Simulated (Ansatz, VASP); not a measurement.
# Cross-check of PbO between VASP and Ansatz

Wanted: the spread between two codes on one cell, functional and k mesh. The cell is taken from a series of VASP runs on this material, whose earlier steps may have relaxed, scaled or displaced it; both programs get it as it stands. Other levels of theory on this material are compared in a session of their own. Valence electrons are named where the data sets of a main pair hold unlike numbers.

Calculated with Ansatz 0.2.0; plane waves, with VASP 6.6.1 beside it; PBE, r2SCAN and LDA.

## (1) The starting structure

It takes space group P4/nmm (No. 129, tetragonal). Conventional cell: a = 3.960 Å, b = 3.960 Å, c = 5.070 Å, α = 90.00°, β = 90.00°, γ = 90.00°. Pb has 4 O at 2.32 Å nearest. Nearest to O lie 4 Pb at 2.32 Å. Farther neighbours and most contacts between anions are not listed.

## (2) VASP: band structure, PBE

Levels along a path test the potential and the projectors away from the mesh points.

Lines of VASP's logs that name or quote its potential files are left out, and so is its time.

INCAR

```
SYSTEM = PbO
PREC = Accurate
ENCUT = 460
EDIFF = 1E-06
NELM = 100
ISMEAR = 0
SIGMA = 0.03
LREAL = .FALSE.
ALGO = Normal
GGA = PE
NBANDS = 34
LORBIT = 11
LWAVE = .FALSE.
LCHARG = .FALSE.
KPAR = 4
LASPH = .TRUE.
```

POSCAR

```
PbO
1.0
    3.9600000000      0.0000000000      0.0000000000
    0.0000000000      3.9600000000      0.0000000000
    0.0000000000      0.0000000000      5.0700000000
Pb O
2 2
Direct
    0.5000000000      0.0000000000      0.7614860000
    0.0000000000      0.5000000000      0.2385140000
    0.5000000000      0.5000000000      0.0000000000
    0.0000000000      0.0000000000      0.0000000000
```

KPOINTS

```
Automatic mesh
0
Gamma
6 6 4
0 0 0
```

KPOINTS_OPT

```
Line mode
10
Line-mode
Reciprocal
  0.00000000   0.00000000   0.00000000 GAMMA
  0.00000000   0.50000000   0.00000000 X

  0.00000000   0.50000000   0.00000000 X
  0.50000000   0.50000000   0.00000000 M

  0.50000000   0.50000000   0.00000000 M
  0.00000000   0.00000000   0.00000000 GAMMA

  0.00000000   0.00000000   0.00000000 GAMMA
  0.00000000   0.00000000   0.50000000 Z

  0.00000000   0.00000000   0.50000000 Z
  0.00000000   0.50000000   0.50000000 R

  0.00000000   0.50000000   0.50000000 R
  0.50000000   0.50000000   0.50000000 A

  0.50000000   0.50000000   0.50000000 A
  0.00000000   0.00000000   0.50000000 Z

  0.00000000   0.50000000   0.00000000 X
  0.00000000   0.50000000   0.50000000 R

  0.50000000   0.50000000   0.00000000 M
  0.50000000   0.50000000   0.50000000 A
```

The projector-augmented-wave data sets are Pb_d and O (PBE family, release 64).

Launch:

```console
mpirun -np 4 vasp_std
```

Numbers of over 12 decimals in the logs are rounded to 6 here.

What it wrote:

```text
[banner, memory and clock lines left out]
running    4 mpi-ranks, on    1 nodes
 distrk:  each k-point on    1 cores,    4 groups
 distr:  one band on    1 cores,    1 groups

 POSCAR found type information on POSCAR PbO
 POSCAR found :  2 types and       4 ions
 LDA part: xc-table for (Slater+PW92), standard interpolation
 POSCAR, INCAR and KPOINTS ok, starting setup
 FFT: planning ... GRIDC
 FFT: planning ... GRID_SOFT
 FFT: planning ... GRID
 WAVECAR not read
 entering main loop
       N       E                     dE             d eps       ncg     rms          rms(c)
DAV:   1     0.445657405095E+03    0.44566E+03   -0.17554E+04  2064   0.129E+03
DAV:   2     0.287917744825E+02   -0.41687E+03   -0.38993E+03  2072   0.373E+02
DAV:   3    -0.237287795851E+02   -0.52521E+02   -0.51085E+02  2432   0.149E+02
DAV:   4    -0.260008107061E+02   -0.22720E+01   -0.22649E+01  2454   0.324E+01
DAV:   5    -0.260795521894E+02   -0.78741E-01   -0.78722E-01  2796   0.627E+00    0.124E+01
DAV:   6    -0.216153215957E+02    0.44642E+01   -0.20328E+01  3068   0.325E+01    0.535E+00
DAV:   7    -0.214586816605E+02    0.15664E+00   -0.26452E+00  2558   0.989E+00    0.247E+00
DAV:   8    -0.214309181863E+02    0.27763E-01   -0.42318E-01  2360   0.361E+00    0.652E-01
DAV:   9    -0.214261616269E+02    0.47566E-02   -0.34258E-02  3314   0.131E+00    0.274E-01
DAV:  10    -0.214272672801E+02   -0.11057E-02   -0.97672E-03  2592   0.642E-01    0.893E-02
DAV:  11    -0.214270645441E+02    0.20274E-03   -0.17450E-03  3240   0.313E-01    0.567E-02
DAV:  12    -0.214270365587E+02    0.27985E-04   -0.23605E-04  3014   0.115E-01    0.179E-02
DAV:  13    -0.214270352893E+02    0.12694E-05   -0.43480E-05  2538   0.365E-02    0.661E-03
DAV:  14    -0.214270345950E+02    0.69435E-06   -0.25934E-06  2238   0.118E-02
   1 F= -.21427035E+02 E0= -.21427035E+02  d E =-.498900E-16
 Start KPOINTS_OPT (optional k-point list driver)
k-point batch [1-30\90]
       N       E                     dE             ncg
DAV:   1     0.661458329375E+04   -0.16493E+05     2056
DAV:   2    -0.555369398328E+04   -0.12168E+05     2080
DAV:   3    -0.708949295145E+04   -0.15358E+04     2402
DAV:   4    -0.715867250794E+04   -0.69180E+02     2518
DAV:   5    -0.716105636233E+04   -0.23839E+01     2808
DAV:   6    -0.716114556743E+04   -0.89205E-01     2774
DAV:   7    -0.716114841249E+04   -0.28451E-02     2892
DAV:   8    -0.716114843315E+04   -0.20655E-04     2484
DAV:   9    -0.716114843379E+04   -0.64067E-06     1768
[...]
k-point batch [61-90\90]
       N       E                     dE             ncg
DAV:   1     0.657332099486E+04   -0.27056E+05     2048
DAV:   2    -0.557167916409E+04   -0.12145E+05     2112
DAV:   3    -0.711524253259E+04   -0.15436E+04     2494
DAV:   4    -0.718471308486E+04   -0.69471E+02     2392
DAV:   5    -0.718712101127E+04   -0.24079E+01     2816
DAV:   6    -0.718720743870E+04   -0.86427E-01     2638
DAV:   7    -0.718721086459E+04   -0.34259E-02     2988
DAV:   8    -0.718721088231E+04   -0.17723E-04     2366
DAV:   9    -0.718721088266E+04   -0.34920E-06     1740
```

From OUTCAR (step 2):

```text
ion  position               nearest neighbor table
   1  0.500  0.000  0.761-   3 2.32   4 2.32   3 2.32   4 2.32   2 3.70   2 3.70   2 3.70   2 3.70
                             2 3.86   2 3.86   2 3.86   2 3.86
   2  0.000  0.500  0.239-   3 2.32   4 2.32   4 2.32   3 2.32   1 3.70   1 3.70   1 3.70   1 3.70
                             1 3.86   1 3.86   1 3.86   1 3.86
   3  0.500  0.500  0.000-   1 2.32   2 2.32   1 2.32   2 2.32
   4  0.000  0.000  0.000-   1 2.32   2 2.32   2 2.32   1 2.32

  LATTYP: Found a simple tetragonal cell.
 ALAT       =     3.9600000000
 C/A-ratio  =     1.2803030303

 Subroutine GETGRP returns: Found 16 space group operations
 (whereof  8 operations were pure point group operations)

The static configuration has the point symmetry D_2d.
 The point group associated with its full space group is D_4h.

 Found     30 irreducible k-points:

   k-points           NKPTS =     30   k-points in BZ     NKDIM =     30   number of bands    NBANDS=     34

   dimension x,y,z NGX =    28 NGY =   28 NGZ =   36
   dimension x,y,z NGXF=    56 NGYF=   56 NGZF=   72

   ENCUT  =  460.0 eV  33.81 Ry    5.81 a.u.   6.93  6.93  8.87*2*pi/ulx,y,z

   NELECT =      40.0000    total number of electrons

 k-points in reciprocal lattice and weights: Automatic mesh
   0.00000000  0.00000000  0.00000000       0.007
   0.16666667  0.00000000  0.00000000       0.028
   0.33333333  0.00000000  0.00000000       0.028
   0.50000000  0.00000000  0.00000000       0.014
   0.16666667  0.16666667  0.00000000       0.028
   0.33333333  0.16666667  0.00000000       0.056
   0.50000000  0.16666667  0.00000000       0.028
   0.33333333  0.33333333  0.00000000       0.028
   0.50000000  0.33333333  0.00000000       0.028
[...]
0.50000000  0.33333333  0.50000000       0.028
   0.50000000  0.50000000  0.50000000       0.007

 average (electrostatic) potential at core
       1 -91.2436       2 -91.2436       3 -69.3346       4 -69.3346

 E-fermi :   5.3375

 k-point     1 :       0.0000    0.0000    0.0000
  band No.  band energies     occupation
    ...
     16       0.9310      2.00000
     17       3.4434      2.00000
     18       3.5667      2.00000
     19       3.5667      2.00000
     20       5.1774      2.00000
     21       7.5582      0.00000
     22      10.6686      0.00000
     23      10.7596      0.00000
     24      10.7596      0.00000
     25      11.7175      0.00000
    ...

 k-point     2 :       0.1667    0.0000    0.0000
  band No.  band energies     occupation
    ...
     16       1.0984      2.00000
     17       2.9499      2.00000
     18       3.3773      2.00000
     19       3.4186      2.00000
     20       5.1302      2.00000
     21       8.2470      0.00000
     22       9.2981      0.00000
     23      10.9099      0.00000
     24      10.9379      0.00000
     25      11.2087      0.00000
    ...

 k-point     3 :       0.3333    0.0000    0.0000
  band No.  band energies     occupation
    ...
     16       1.5599      2.00000
     17       2.4600      2.00000
     18       2.8713      2.00000
     19       3.0420      2.00000
     20       4.4986      2.00000
     21       8.4281      0.00000
     22       8.8136      0.00000
     23      10.8248      0.00000
     24      11.3249      0.00000
     25      11.8690      0.00000
    ...

  Total        2.0911067      2.0911067      1.1268078      0.0000000     -0.0000000      0.0000000
  in kB       42.1394087     42.1394087     22.7071225      0.0000000     -0.0000000      0.0000000
  external PRESSURE =      35.6619800 kB  Pullay stress =       0.0000000 kB

  energy-cutoff  :      460.00
  volume of cell :       79.51
      direct lattice vectors                 reciprocal lattice vectors
     3.960000000  0.000000000  0.000000000     0.252525253  0.000000000  0.000000000
     0.000000000  3.960000000  0.000000000     0.000000000  0.252525253  0.000000000
     0.000000000  0.000000000  5.070000000     0.000000000  0.000000000  0.197238659

 POSITION                                       TOTAL-FORCE (eV/Angst)
 -----------------------------------------------------------------------------------
      1.98000      0.00000      3.86073        -0.000000      0.000000     -0.112951
      0.00000      1.98000      1.20927         0.000000      0.000000      0.112951
      1.98000      1.98000      0.00000        -0.000000      0.000000      0.000000
      0.00000      0.00000      0.00000         0.000000     -0.000000      0.000000
 -----------------------------------------------------------------------------------
    total drift:                                0.000000      0.000000      0.000000

  FREE ENERGIE OF THE ION-ELECTRON SYSTEM (eV)
  ---------------------------------------------------
  free  energy   TOTEN  =       -21.4270345950 eV

  energy  without entropy=      -21.4270345950  energy(sigma->0) =      -21.42703459

 total charge
# of ion       s       p       d       tot
------------------------------------------
    1        1.373   0.630   9.878  11.881
    2        1.373   0.630   9.878  11.881
    3        1.587   3.396   0.000   4.982
    4        1.587   3.396   0.000   4.982
--------------------------------------------------
tot          5.920   8.051  19.755  33.726

[... 3 further parts left out ...]
```

The run ends at a pressure of 3.57 GPa, with forces up to 0.11 eV/Å.

## (3) Ansatz: band structure, PBE

Ansatz runs on its default PAW (the set named soft_2) files.

The same cell, functional, mesh and smearing now go to Ansatz, which takes its cutoff from its data sets.

input.yaml

```yaml
crystal:
  lattice:
    - [3.96, 0.0, 0.0]
    - [0.0, 3.96, 0.0]
    - [0.0, 0.0, 5.07]
  atoms:
    - { symbol: Pb, position: [0.5, 0.0, 0.761486] }
    - { symbol: Pb, position: [0.0, 0.5, 0.238514] }
    - { symbol: O, position: [0.5, 0.5, 0.0] }
    - { symbol: O, position: [0.0, 0.0, 0.0] }
hamiltonian:
  xc: pbe
  pseudopotentials: { kind: paw }
kpoints:
  mp_grid: { grid: [6, 6, 4] }
  band_path:
    path:
      - [0.0, 0.0, 0.0]
      - [0.0, 0.16667, 0.0]
      - [0.0, 0.33333, 0.0]
      - [0.0, 0.5, 0.0]
      - [0.11111, 0.5, 0.0]
      - [0.27778, 0.5, 0.0]
      - [0.44444, 0.5, 0.0]
      - [0.5, 0.5, 0.0]
      - [0.44444, 0.44444, 0.0]
      - [0.27778, 0.27778, 0.0]
      - [0.11111, 0.11111, 0.0]
      - [0.05556, 0.05556, 0.0]
      - [0.0, 0.0, 0.0]
      - [0.0, 0.0, 0.16667]
      - [0.0, 0.0, 0.33333]
      - [0.0, 0.0, 0.5]
      - [0.0, 0.11111, 0.5]
      - [0.0, 0.33333, 0.5]
      - [0.0, 0.5, 0.5]
      - [0.11111, 0.5, 0.5]
      - [0.27778, 0.5, 0.5]
      - [0.44444, 0.5, 0.5]
      - [0.44444, 0.44444, 0.5]
      - [0.27778, 0.27778, 0.5]
      - [0.11111, 0.11111, 0.5]
      - [0.0, 0.5, 0.0]
      - [0.0, 0.5, 0.16667]
      - [0.0, 0.5, 0.33333]
      - [0.0, 0.5, 0.5]
      - [0.5, 0.5, 0.11111]
      - [0.5, 0.5, 0.27778]
      - [0.5, 0.5, 0.5]
    npoints: 1
scf:
  occupations: { method: gaussian, width: 0.03 }
  n_extra_bands: 8
output:
  forces: true
  stress: true
  eigenvalues: true
```

Launch:

```console
ansatz run input.yaml --threads 2 --pin off --max-ram 4608MiB --backend cpu --events-out ev --progress --plain --runs-dir out
```

What it wrote:

```text
scf.n_extra_bands = 8 over 20 filled bands (N_el = 40.0): the run solves 28 bands
Engine: ansatz 0.2.0, aarch64-unknown-linux-gnu
Pseudopotentials: kind: paw
Pseudopotential: Pb, paw, valence charge 14, recommended cutoff 420 eV (normal), Pb.paw.azcp
Pseudopotential: O, paw, valence charge 6, recommended cutoff 420 eV (normal), O.paw.azcp
Functional definition: PBE
  parameter kappa = 0.804
  parameter beta = 0.066725
  exchange = pbe_x(kappa = kappa, mu = beta*pi^2/3)
  correlation = pbe_c(beta = beta)
Crystal: 4 atoms, lattice volume = 79.506 Å³
Basis set: ecut = 420 eV, 1577 PW (Γ), exchange–correlation on 54×54×72 points (8 copies of the dense FFT grid, shifted against one another)
Bands: 28, of which v1, the nominal top of the filled ones, is band 20 counted from 1 (19 counted from 0)
Symmetry: 16 space group operations
Space group: P4/nmm (ITA 129), of the structure as read, at distance tolerance 4.3e-5 Å
k-points: 30 of 144
Non-local potential: Pb, projectors of the file, l = 0: 2, l = 1: 2, l = 2: 2, l = 3: 2
Non-local potential: O, projectors of the file, l = 0: 2, l = 1: 2, l = 2: 1
PAW form: soft (Blöchl's): semilocal exchange-correlation on the pseudo side does not see the compensation charge
PAW one-centre angular grid: Pb, 590 points (default); XC on 64 Gauss nodes
PAW one-centre angular grid: O, 110 points (default); XC on 64 Gauss nodes
Initial density: superposition of atomic densities (neutral atoms: chi_scale 0, normalization atom), corrected by the library's trained network
Initial wavefunctions: pseudopotential atomic-orbital guess
Functional: x = pbe(κ = 0.804, μ = 0.219515), c = pbe(β = 0.066725)
SCF iter   1: F=—  HF=-24947.053284 eV  |F-HF|=—  |Δ(HF+E_count)|=         —  Δρ=1.59e-3  dr2=1.63e-3  ethr=1.77e-3  ⟨swp⟩=7.1  Hψ=4061  notcnv=0  defer=4
preconditioner: auto → Resta (q_TF=auto, 2.433 Å⁻¹)  ε∞=3.3  [insulator: Δε(μ)=1.119 eV  Ē_g=17.416 eV  σ=0.030 eV  W_gap=1.00  n_scr=18 (ndim 8)  ℏωp=26.3 eV  f_vac=0.037  D(μ)=0.00/eV (n_scr^D=0)  ε∞_Penn≈3.3]
SCF iter   2: F=—  HF=-24947.054489 eV  |F-HF|=—  |Δ(HF+E_count)|=   1.21e-3  Δρ=7.47e-4  dr2=2.25e-4  ethr=4.08e-6  ⟨swp⟩=2.5  Hψ=1858  notcnv=0  defer=60
SCF iter   3: F=—  HF=-24947.054655 eV  |F-HF|=—  |Δ(HF+E_count)|=   1.66e-4  Δρ=2.99e-4  dr2=5.15e-5  ethr=5.62e-7  ⟨swp⟩=2.4  Hψ=1279  notcnv=0  defer=60
SCF iter   4: F=—  HF=-24947.054634 eV  |F-HF|=—  |Δ(HF+E_count)|=   2.11e-5  Δρ=1.27e-4  dr2=8.58e-6  ethr=1.29e-7  ⟨swp⟩=2.0  Hψ=971  notcnv=0  defer=60
SCF iter   5: F=—  HF=-24947.054638 eV  |F-HF|=—  |Δ(HF+E_count)|=   4.12e-6  Δρ=2.27e-5  dr2=4.68e-7  ethr=2.14e-8  ⟨swp⟩=2.1  Hψ=1033  notcnv=0  defer=60
SCF iter   6: F=-24947.054639 eV  HF=-24947.054639 eV  |F-HF|=4.70e-8  |Δ(HF+E_count)|=   5.57e-7  Δρ=6.13e-6  dr2=3.97e-8  ethr=2.50e-10  ⟨swp⟩=10.0  Hψ=4637  notcnv=0
SCF 1 converged in 6 iterations: F = -24947.054639 eV  dr2 = 3.97e-8
  greatest PAW one-centre occupation: 0.983 electrons in one spin orbital (limit 2), on the Pb atom at site 1 (counted from 0), in its partial waves of l = 2
NSCF: frozen V_eff on 32 k-points
SCF converged after 6 iterations
Free energy (F): -24947.054639 eV
Harris-Foulkes:  -24947.054639 eV  (|F-HF|=4.70e-8)
Internal energy: -24947.054639 eV  (E = F + TS)
E sigma→0 (E₀):  -24947.054639 eV
Fermi energy:    9.145688 eV
--- Per-component energies (eV) ---
  E_band       = -103.187673
  E_kinetic    = 928.516496
  E_local      = -3116.913562  (includes V_loc(G=0)·N_el)
  E_nonlocal   = 798.388757
  E_hartree    = 1241.657141
  E_xc         = -588.701327
  E_vxc        = -452.769703  (∫ρ·V_xc dr)
  E_paw        = -21129.311049  (= ΣΔE_a)
  E_vpaw       = -743.720404  (= ΣTr[D̂ρ^β])
  E_aug_tail   = 0.004834  (compensation charges beyond the density's cutoff)
  E_ewald      = -3080.695928
  E_smearing   = -0.000000  (= −TS)
  E_closure    = -0.000000  (closes the sum)
  Σ components = -24947.054639   (vs F -24947.054639, Δ=0.00e0)
--- Forces (eV/Å), atoms counted from 1 ---
  atom   1  Pb     0.00000000     0.00000000    -0.07329211
  atom   2  Pb     0.00000000     0.00000000     0.07329211
  atom   3  O      0.00000000     0.00000000     0.00000000
  atom   4  O      0.00000000     0.00000000    -0.00000000
  max |Σ_I F_I| component: 0.00e0 eV/Å
--- Stress (GPa, compression-positive) ---
        4.473953       0.000000       0.000000
        0.000000       4.473953       0.000000
        0.000000       0.000000       2.541401
  P = ⅓ Tr σ = 3.8298 GPa (38.298 kbar)
--- Band table (eV; the first three rows and the last of 30) ---
  k-point 0: bands = [... 16 lower, 6.8461, 6.9676, 6.9676, 8.5847, 10.9761, 14.0864, 14.1580, 14.1580, ... 4 higher]
  k-point 1: bands = [... 16 lower, 6.8283, 6.9547, 6.9547, 8.1605, 10.7110, 13.1043, 13.1043, 13.6145, ... 4 higher]
  k-point 2: bands = [... 16 lower, 6.8108, 6.9394, 6.9394, 7.4956, 10.6831, 12.5529, 12.5529, 12.9076, ... 4 higher]
  k-point 29: bands = [... 16 lower, 6.2784, 6.2784, 7.5738, 7.5738, 11.9264, 11.9264, 13.2313, 13.2313, ... 4 higher]
```

The job ended after 5.7 s (2 threads of Arm Neoverse N1, shared host; peak memory 0.34 GiB).

Reading the cycles: dr2 is the Hartree energy of the density residual (eV), the measure of convergence; HF is the Harris–Foulkes estimate of the energy, which meets the free energy F at convergence.

## (4) Side by side

Known differences besides the potentials themselves: the cutoff is 420 eV in Ansatz and 460 eV in VASP. Total energies have different zeros and are not compared.

The two programs side by side:

| quantity | Ansatz | VASP | difference |
| --- | --- | --- | --- |
| pressure (GPa) | 3.83 | 3.57 | +0.26 |
| pressure without Ansatz's Pulay correction (GPa) | 3.52 | 3.57 | -0.05 |
| gap over the path points (eV) | 1.121 | 1.129 | -0.007 |

Forces (eV/Å; atoms numbered as in POSCAR):

| atom | Ansatz x, y, z | VASP x, y, z |
| --- | --- | --- |
| Pb1 | 0.000, 0.000, -0.073 | 0.000, 0.000, -0.113 |
| Pb2 | 0.000, 0.000, 0.073 | 0.000, 0.000, 0.113 |
| O3 | 0.000, 0.000, 0.000 | 0.000, 0.000, 0.000 |
| O4 | 0.000, 0.000, 0.000 | 0.000, 0.000, 0.000 |

Levels at points of the path, from each program's valence-band top (eV; 4 filled, then empty):

| k (reciprocal lattice) | Ansatz | VASP |
| --- | --- | --- |
| 0.000 0.000 0.000 | -1.74 -1.62 -1.62 0.00 2.39 5.50 5.57 | -1.74 -1.61 -1.61 0.00 2.38 5.49 5.58 |
| 0.000 0.167 0.000 | -2.23 -1.81 -1.76 -0.05 3.08 4.12 5.72 | -2.23 -1.80 -1.76 -0.05 3.07 4.12 5.73 |
| 0.000 0.333 0.000 | -2.73 -2.31 -2.14 -0.69 3.25 3.64 5.65 | -2.72 -2.31 -2.14 -0.68 3.25 3.63 5.65 |
| 0.000 0.500 0.000 | -2.98 -2.98 -1.74 -1.74 3.32 3.32 6.60 | -2.97 -2.97 -1.74 -1.74 3.32 3.32 6.59 |
| 0.111 0.500 0.000 | -2.71 -2.71 -1.67 -1.67 3.17 3.17 5.97 | -2.70 -2.70 -1.67 -1.67 3.17 3.17 5.97 |
| 0.278 0.500 0.000 | -2.13 -2.13 -1.41 -1.41 2.25 2.25 5.33 | -2.13 -2.13 -1.40 -1.40 2.26 2.26 5.33 |
| 0.444 0.500 0.000 | -1.78 -1.78 -1.06 -1.06 1.22 1.22 5.19 | -1.78 -1.78 -1.05 -1.05 1.23 1.23 5.19 |
| 0.500 0.500 0.000 | -1.76 -1.76 -1.01 -1.01 1.12 1.12 5.18 | -1.76 -1.76 -1.00 -1.00 1.13 1.13 5.18 |
| 0.444 0.444 0.000 | -1.93 -1.66 -1.19 -1.02 1.28 1.34 5.14 | -1.92 -1.66 -1.19 -1.02 1.29 1.35 5.14 |
| 0.278 0.278 0.000 | -2.85 -2.70 -1.20 -0.73 2.72 3.09 4.75 | -2.85 -2.70 -1.19 -0.72 2.72 3.09 4.75 |

The forces differ by 16 meV/Å r.m.s., which is 35.1 % of the r.m.s. force of 0.046 eV/Å (both taken over all components). Among the levels compared at these points, filled levels agree within 8 meV and empty ones within 22 meV. Ansatz's pressure holds a Pulay correction of 0.31 GPa; VASP's holds none.

## (5) Further runs

Further runs change the set-up of one program: Ansatz's method, potentials or start, or VASP's data sets, cutoff or form of LDA. The table gives Ansatz less VASP for each quantity, since a change that brings one quantity closer may part another.

| run | r.m.s. force difference (meV/Å) | pressure (GPa) | gap over the path points (eV) |
| --- | --- | --- | --- |
| as above | 16 | 0.26 | -0.0074 |
| Ansatz's larger PAW set (cutoff 900 eV) | 12 | 0.34 | -0.0030 |
| norm-conserving potentials (cutoff 1240 eV) | 15 | 0.30 | 0 |

(Part 1 of 2 ends here.)

[Lines on the potential files, build, host, timing and source positions are cut from VASP's logs without a mark.]

[Logs are printed without paths, hosts, clocks, repeated set-up lines and the standing remarks that a program may print on its own settings, such as how far it seeks lower states.]

[Hosts, paths, dates, database ids (printed as entryN), source tags and the programs' standing remarks are cut or masked in the printed files.]
